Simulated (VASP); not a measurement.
# MnS (Rambergite): structure and properties in VASP, part 5 of 8

What structure does MnS (Rambergite) take at this level, and what are its properties? The start is a cell from a database of measured crystal structures.

VASP 6.6.1, plane waves and PAW; the level of theory is named at each step.

Still holding for the runs below: The magnetic order is the lowest of the few collinear ones that converged above; longer or canted patterns were not tried. The cell is doubled for it, so bands and modes from the zone boundary of the chemical cell fold onto Γ and the labels are those of the larger cell.

So far, gap on the k-mesh (eV): step 2 (magnetic order: ferromagnetic) 0.747; step 3 (magnetic order: antiferromagnetic within the cell) 1.63; step 6 (magnetic order: antiferromagnetic, q = (1/2, 1/2, 0)) 2.44. The relaxed cell has a, b, c = 3.932, 6.736, 6.423 Å (conventional setting).

The database entry behind the starting cell differs from later determinations by our own check (about 0.3 % short against later determinations), so it need not match the best structure at ambient conditions.

**10. Density, ELF and potential (r2SCAN)**

Level of this step: r2SCAN, spin-polarised from an antiferromagnetic start; plane waves and PAW (Mn_pv, S) (VASP).

A single point on the relaxed cell gives a clean self-consistent state, with density, ELF and potential written out.

The input, INCAR:

```
SYSTEM = MnS
PREC = Accurate
ENCUT = 400
EDIFF = 1E-06
NELM = 100
ISMEAR = 0
SIGMA = 0.05
LREAL = .FALSE.
ALGO = Normal
METAGGA = R2SCAN
LASPH = .TRUE.
NBANDS = 51
ISPIN = 2
MAGMOM = 4.33 -4.33 4.33 -4.33 0 -0 0 -0
LMAXMIX = 4
LORBIT = 11
LWAVE = .FALSE.
LCHARG = .TRUE.
ISIF = 2
LELF = .TRUE.
LVHAR = .TRUE.
```

The input, POSCAR:

```
MnS
1.0
    7.7992791192      0.0373804432      0.0000000000
    1.9660059865      3.4052222566      0.0000000000
    0.0000000000      0.0000000000      6.4234213796
Mn S
4 4
Direct
    0.8323392512      0.6676607488      0.0056383006
    0.3323392512      0.6676607488      0.0056383006
    0.1676607488      0.3323392512      0.5056383006
    0.6676607488      0.3323392512      0.5056383006
    0.8334347064      0.6665652936      0.3793616994
    0.3334347064      0.6665652936      0.3793616994
    0.1665652936      0.3334347064      0.8793616994
    0.6665652936      0.3334347064      0.8793616994
```

The input, KPOINTS:

```
Automatic mesh
0
Gamma
6 6 3
0 0 0
```

Potentials, in the order of the species: Mn_pv and S (PBE family, release 64).

On the command line:

```console
$ mpirun -np 8 vasp_std
```

Log:

```text
[banner, memory and clock lines left out]
running    8 mpi-ranks, on    1 nodes
 distrk:  each k-point on    8 cores,    1 groups
 distr:  one band on    1 cores,    8 groups

 POSCAR found type information on POSCAR MnS
 POSCAR found :  2 types and       8 ions
 [... a notice as in an earlier step ...]

 [... a notice as in an earlier step ...]

 LDA part: xc-table for (None), standard interpolation
|                                                                             |
|           W    W    AA    RRRRR   N    N  II  N    N   GGGG   !!!           |
|           W    W   A  A   R    R  NN   N  II  NN   N  G    G  !!!           |
|           W    W  A    A  R    R  N N  N  II  N N  N  G       !!!           |
|           W WW W  AAAAAA  RRRRR   N  N N  II  N  N N  G  GGG   !            |
|           WW  WW  A    A  R   R   N   NN  II  N   NN  G    G                |
|           W    W  A    A  R    R  N    N  II  N    N   GGGG   !!!           |
|                                                                             |
|     The number of bands has been changed from the values supplied in        |
|     The orbitals not found in the WAVECAR file will be initialized with     |
|     random numbers, which is usually adequate. For correlated               |
|     calculations, however, you should redo the groundstate calculation.     |
|     I found NBANDS = 51. Now, NBANDS = 56.                                  |
|                                                                             |

 POSCAR, INCAR and KPOINTS ok, starting setup
 FFT: planning ... GRIDC
 FFT: planning ... GRID_SOFT
 FFT: planning ... GRID
 WAVECAR not read
 entering main loop
       N       E                     dE             d eps       ncg     rms          rms(c)
DAV:   1     0.717065905637E+03    0.71707E+03   -0.36268E+04  8216   0.120E+03
DAV:   2    -0.454903262062E+02   -0.76256E+03   -0.72164E+03  7336   0.380E+02
DAV:   3    -0.116113040339E+03   -0.70623E+02   -0.68996E+02  8368   0.123E+02
DAV:   4    -0.118560150754E+03   -0.24471E+01   -0.24353E+01  8544   0.222E+01
DAV:   5    -0.118608787432E+03   -0.48637E-01   -0.48619E-01  8328   0.370E+00    0.218E+01
DAV:   6    -0.996243987750E+02    0.18984E+02   -0.51355E+01  8216   0.534E+01    0.273E+01
DAV:   7    -0.100367547038E+03   -0.74315E+00   -0.52038E+00  7896   0.147E+01    0.158E+01
DAV:   8    -0.100258200812E+03    0.10935E+00   -0.60836E-01  9016   0.745E+00    0.939E+00
DAV:   9    -0.100284123450E+03   -0.25923E-01   -0.36495E-01  8336   0.394E+00    0.203E+00
DAV:  10    -0.100273071012E+03    0.11052E-01   -0.84063E-02  8296   0.260E+00    0.510E-01
DAV:  11    -0.100275418708E+03   -0.23477E-02   -0.77040E-03  8904   0.397E-01    0.252E-01
DAV:  12    -0.100276050354E+03   -0.63165E-03   -0.99922E-04  8520   0.211E-01    0.141E-01
DAV:  13    -0.100276438924E+03   -0.38857E-03   -0.35068E-04  8064   0.102E-01    0.116E-01
DAV:  14    -0.100276416845E+03    0.22079E-04   -0.14850E-05  8112   0.202E-02    0.773E-02
DAV:  15    -0.100276419660E+03   -0.28146E-05   -0.50590E-05  8456   0.474E-02    0.209E-02
DAV:  16    -0.100276423101E+03   -0.34408E-05   -0.58515E-06  7536   0.138E-02    0.491E-03
DAV:  17    -0.100276416102E+03    0.69990E-05   -0.28562E-07  4984   0.390E-03    0.130E-03
DAV:  18    -0.100276413941E+03    0.21610E-05   -0.80324E-08  4728   0.140E-03    0.829E-04
DAV:  19    -0.100276413447E+03    0.49351E-06   -0.17909E-08  4616   0.955E-04
   1 F= -.10027641E+03 E0= -.10027641E+03  d E =-.282254E-15  mag=    -0.0000
```

Wall time 3.3 min (8 MPI ranks of AMD EPYC 9R45, shared host); peak memory 1.3 GiB.

OUTCAR, selected parts (step 10):

```text
   k-points           NKPTS =     32   k-points in BZ     NKDIM =     32   number of bands    NBANDS=     56

   NELECT =      76.0000    total number of electrons

 E-fermi :   3.7966

 k-point     2 :       0.1667    0.0000    0.0000
  band No.  band energies     occupation
    ...
     34       2.7926      1.00000
     35       3.1574      1.00000
     36       3.2409      1.00000
     37       3.4041      1.00000
     38       3.5135      1.00000
     39       6.0091      0.00000
     40       6.4648      0.00000
     41       6.4782      0.00000
     42       6.6734      0.00000
     43       6.7841      0.00000
    ...

  Total       -0.0099525      0.0163515     -0.0434864      0.0227799      0.0000000      0.0000000
  in kB       -0.0937298      0.1539941     -0.4095447      0.2145352      0.0000000      0.0000000
  external PRESSURE =      -0.1164268 kB  Pullay stress =       0.0000000 kB

 POSITION                                       TOTAL-FORCE (eV/Angst)
 -----------------------------------------------------------------------------------
      7.80427      2.30465      0.03622        -0.005232      0.003021      0.007156
      3.90463      2.28596      0.03622        -0.005232      0.003021      0.007156
      1.96101      1.13796      3.24793         0.005232     -0.003021      0.007156
      5.86065      1.15665      3.24793         0.005232     -0.003021      0.007156
      7.81066      2.30096      2.43680         0.001574     -0.000909     -0.007156
      3.91102      2.28227      2.43680         0.001574     -0.000909     -0.007156
      1.95462      1.14165      5.64851        -0.001574      0.000909     -0.007156
      5.85426      1.16034      5.64851        -0.001574      0.000909     -0.007156
 -----------------------------------------------------------------------------------
    total drift:                               -0.000000     -0.000001      0.090064

  FREE ENERGIE OF THE ION-ELECTRON SYSTEM (eV)
  ---------------------------------------------------
  free  energy   TOTEN  =      -100.2764134471 eV

  energy  without entropy=     -100.2764134471  energy(sigma->0) =     -100.27641345

 magnetization (x)
# of ion       s       p       d       tot
------------------------------------------
    1        0.028   0.046   4.213   4.287
    2       -0.028  -0.046  -4.213  -4.287
    3        0.028   0.046   4.213   4.287
    4       -0.028  -0.046  -4.213  -4.287
    5       -0.001  -0.002   0.000  -0.002
    6        0.001   0.002   0.000   0.002
    7       -0.001  -0.002   0.000  -0.002
    8        0.001   0.002   0.000   0.002
--------------------------------------------------
tot          0.000   0.000  -0.000  -0.000

[... 12 parts as in an earlier step ...]

[... 5 further parts left out ...]
```

With spin, VASP writes an ELF for each channel.

This step gave:

| Property | Result |
| --- | --- |
| SCF cycles | 19 |
| bands | 56 |
| Fermi energy | 3.797 eV |
| pressure | -0.01164 GPa |

Valence electrons inside each PAW sphere by angular momentum. Sphere charges, by row:

| atom | s (e) | p (e) | d (e) | tot (e) |
| --- | --- | --- | --- | --- |
| Mn1 | 0.275 | 6.214 | 4.916 | 11.41 |
| Mn2 | 0.275 | 6.214 | 4.916 | 11.41 |
| Mn3 | 0.275 | 6.214 | 4.916 | 11.41 |
| Mn4 | 0.275 | 6.214 | 4.916 | 11.41 |
| S5 | 1.302 | 2.493 | 0 | 3.794 |
| S6 | 1.302 | 2.493 | 0 | 3.794 |
| S7 | 1.302 | 2.493 | 0 | 3.794 |
| S8 | 1.302 | 2.493 | 0 | 3.794 |

Spin density in the ac plane at fractional y = 0.332, with atoms of Mn and S within 0.2 Å of it.

Values in e/Å³, 10 rows by 16 columns, each cell a mean:
```
 0.0  0.0  0.0  0.0  0.0  0.0 -0.1  0.0  0.0  0.0  0.0  0.0  0.0  0.0  0.1  0.0
 0.0  0.0  0.0  0.0  0.0  0.0  0.0  0.0  0.0  0.0  0.0  0.0  0.0  0.0  0.0  0.0
 0.0  0.0  0.0  0.0  0.0  0.0  0.0  0.0  0.0  0.0  0.0  0.0  0.0  0.0  0.0  0.0
 0.0  0.1  0.4  0.4  0.1  0.0  0.0  0.0  0.0 -0.1 -0.4 -0.4 -0.1  0.0  0.0  0.0
 0.1  0.8  4.2  3.4  0.5  0.0  0.0  0.0 -0.1 -0.9 -4.2 -3.4 -0.5 -0.1  0.0  0.0
 0.0  0.5  2.4  2.0  0.3  0.0  0.0  0.0  0.0 -0.5 -2.4 -1.9 -0.3  0.0  0.0  0.0
 0.0  0.1  0.1  0.1  0.0  0.0  0.0  0.0  0.0 -0.1 -0.1 -0.1  0.0  0.0  0.0  0.0
 0.0  0.0  0.0  0.0  0.0  0.0  0.0  0.0  0.0  0.0  0.0  0.0  0.0  0.0  0.0  0.0
 0.0  0.0  0.0  0.0  0.0  0.0  0.0  0.0  0.0  0.0  0.0  0.0  0.0  0.0  0.0  0.0
 0.0  0.0  0.0  0.0  0.0  0.0 -0.1 -0.1  0.0  0.0  0.0  0.0  0.0  0.0  0.1  0.1
```
Columns run along a (7.8 Å), rows up along c (6.4 Å). Atoms in or near the plane, at fractional coordinates: Mn at (0.17, 0.51), Mn at (0.67, 0.51), S at (0.17, 0.88), S at (0.67, 0.88).

ELF of up spins in the ac plane at fractional y = 0.332, with atoms of Mn and S within 0.2 Å of it. It is the smooth field of the valence electrons, not physical close to the nuclei.

Ten even steps from '_' (0.03) to '@' (0.85), each cell a mean:
```
**@@@@%%%%@@@@++..__..++@@@@%%%%@@@@++..__..
##@@%%==++@@@@##::__::##@@%%==++@@@@**::__::
##@@%%++++@@@@##::__::##@@%%++**@@@@##::__::
**@@@@@@@@@@@@**..__::**@@@@@@@@@@@@**..__::
==##@@@@@@@@##--____..==##@@@@@@@@##--______
..----==----::..______..----==----::..______
____..::::..______________..::::..__________
__..::::::::....::--::....::::::::....::--::
....::____::..::++**==....::____::..::++**++
--..::....::..--##%%##--..::....::..--##%%##
++....::::....++%%%%%%++....::::....++%%%%%%
**::__....__::**%%%%%%**::__....__::**%%%%%%
++::________::++**##**++::________::++**####
::..________..::==++==::..________..--==++==
________________..::..______________....::..
__..::::::::..__________..::::::::..________
..==**####**==..______..==**####**==..______
--##@@@@@@@@##--..__..--##@@@@@@@@##--..____
```
Columns run along a (7.8 Å), rows up along c (6.4 Å). Atoms in or near the plane, at fractional coordinates: Mn at (0.17, 0.51), Mn at (0.67, 0.51), S at (0.17, 0.88), S at (0.67, 0.88).

Electrostatic potential energy in the ac plane at fractional y = 0.332, with atoms of Mn and S within 0.2 Å of it. With pseudopotentials it is smooth inside the atoms' cores, unlike the true potential.

Values in eV, 10 rows by 16 columns, each cell a mean:
```
 -1 -26 -63 -58 -15   0   0   0   0 -26 -62 -58 -15   0   0   0
  0 -29 -65 -61 -17   2   3   3   1 -29 -65 -61 -17   2   3   3
  3  -2 -12 -10   0   4   4   4   3  -2 -12 -10   0   4   4   4
  1  -6 -18 -16  -4   2   4   4   2  -6 -18 -16  -4   2   4   4
 -2 -27 -48 -45 -20   0   3   3  -2 -28 -48 -45 -20   0   3   3
 -1 -19 -40 -37 -14   0   1   1  -1 -20 -39 -37 -14   0   1   1
  2   0  -5  -4   0   2   1   2   2   0  -5  -4   1   2   1   1
  4   4   3   4   4   4   3   3   4   4   3   4   4   4   3   3
  3   4   4   4   4   3   2   2   3   4   4   4   4   3   2   2
  1   0  -5  -4   1   1  -1  -1   1   0  -5  -4   1   1  -1  -1
```
Columns run along a (7.8 Å; values clipped at the 3rd and 97th percentile), rows up along c (6.4 Å). Atoms in or near the plane, at fractional coordinates: Mn at (0.17, 0.51), Mn at (0.67, 0.51), S at (0.17, 0.88), S at (0.67, 0.88).

In this run the pressure is -0.01 GPa, small enough to go on.

(Continued in part 6 of 8.)

[Lines on the potential files, build, host, timing and source positions are cut from VASP's logs without a mark.]

[Logs are printed without paths, hosts, clocks, repeated set-up lines and the standing remarks that a program may print on its own settings, such as how far it seeks lower states.]

[Hosts, paths, dates, database ids (printed as entryN), source tags and the programs' standing remarks are cut or masked in the printed files.]

[A measured line is paired with the nearest computed mode of its activity, which favours agreement.]

[In band tables of VASP the shares of atoms and orbitals are scaled to a sum of 1 inside the atoms' spheres.]
